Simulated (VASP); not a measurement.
An input for Quantum ESPRESSO's pw.x (written as the equivalent of a VASP run, and not itself run):

```
&CONTROL
  calculation = 'scf'
  pseudo_dir = './pseudo'
  outdir = './out'
  tprnfor = .true.
  tstress = .true.
/
&SYSTEM
  ibrav = 0
  nat = 3
  ntyp = 2
  ecutwfc = 84
  occupations = 'smearing'
  smearing = 'gaussian'
  degauss = 0.003675
  input_dft = 'pbe'
/
&ELECTRONS
  conv_thr = 7.3e-09
  electron_maxstep = 100
/
ATOMIC_SPECIES
  Mg 24.305 Mg.upf
  I 126.904 I.upf
CELL_PARAMETERS angstrom
     2.1041398   -3.6444766    0.0000000
     2.1041398    3.6444766   -0.0000000
     0.0000000   -0.0000000    7.5570257
ATOMIC_POSITIONS crystal
  Mg   0.0000000  0.0000000  0.0000000
  I    0.3333330  0.6666670  0.2209605
  I    0.6666670  0.3333330  0.7790395
K_POINTS automatic
  6 6 4 0 0 0
```

Translate this input to VASP (INCAR, KPOINTS, POSCAR, choice of POTCAR).

Several could match; the one computed here: 
**INCAR**
```
SYSTEM = MgI2
PREC = Accurate; ENCUT = 480; LREAL = F
LASPH = T
EDIFF = 1E-7; NELM = 100; ALGO = Normal
LMAXMIX = 4
ISMEAR = 0; SIGMA = 0.05
GGA = PE
ISIF = 2
LWAVE = F; LCHARG = F
```

File KPOINTS:
```
Automatic mesh
0
Gamma
6 6 4
0 0 0
```

POSCAR:
```
MgI2
1
    2.1041397787    -3.6444765601     0.0000000000
    2.1041397787     3.6444765601    -0.0000000000
    0.0000000000    -0.0000000000     7.5570257345
Mg I
1 2
Direct
  0.0000000000   0.0000000000   0.0000000000
  0.3333330000   0.6666670000   0.2209605370
  0.6666670000   0.3333330000   0.7790394630
```

POTCAR, in this order: Mg I (PBE.64 set). Program: vasp_std.

The two are equivalent in intent, not identical: the potentials are each code's own (VASP's PAW set, PseudoDojo norm-conserving files in pw.x), so ENCUT and ecutwfc are chosen apart and not converted; conv_thr bounds pw.x's estimated SCF error, while EDIFF bounds the energy change between steps.

The compound is MgI2 in the 1T layered structure. It was relaxed first, which changed the volume by +13 %.
